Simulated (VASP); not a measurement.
Pb:

```
CELL_PARAMETERS angstrom
0.00000 2.47502 2.47502
2.47502 0.00000 2.47502
2.47502 2.47502 0.00000
ATOMIC_POSITIONS crystal
Pb 0.00000 0.00000 0.00000
```

| Item | Value |
| --- | --- |
| Program | VASP 6.6.1 |
| Task | relaxation of cell and atoms |
| Functional | r2SCAN |
| Potentials or basis | VASP PAW PBE potentials, release 64 (Pb_d) |
| Cutoff | 600 eV |
| k mesh | 14 × 14 × 14 |
| Occupations | gaussian, width 0.1 eV |
| Spin | no spin polarisation |

At the start: pressure 1.4 GPa; volume 30.32 Å³/atom.

Q: Where does the relaxation end?

A: Over 3 steps the energy falls by 3.5 meV/atom and the volume is 31.19 Å³/atom (+2.9 %); space group Fm-3m (No. 225, to 0.05 Å).

The path:
```csv
step,energy change (eV),largest force (eV/Å),pressure (GPa),volume (Å³)
1,0.0000,0.0000,1.35,30.32
2,-0.0032,0.0000,-0.37,31.46
3,-0.0035,0.0000,0.01,31.19
```

Final structure:
```
CELL_PARAMETERS angstrom
0.00000 2.49843 2.49843
2.49843 0.00000 2.49843
2.49843 2.49843 0.00000
ATOMIC_POSITIONS crystal
Pb 0.00000 0.00000 0.00000
```

Caveat: the PAW data sets were made with another functional, which shifts forces and pressure a little.
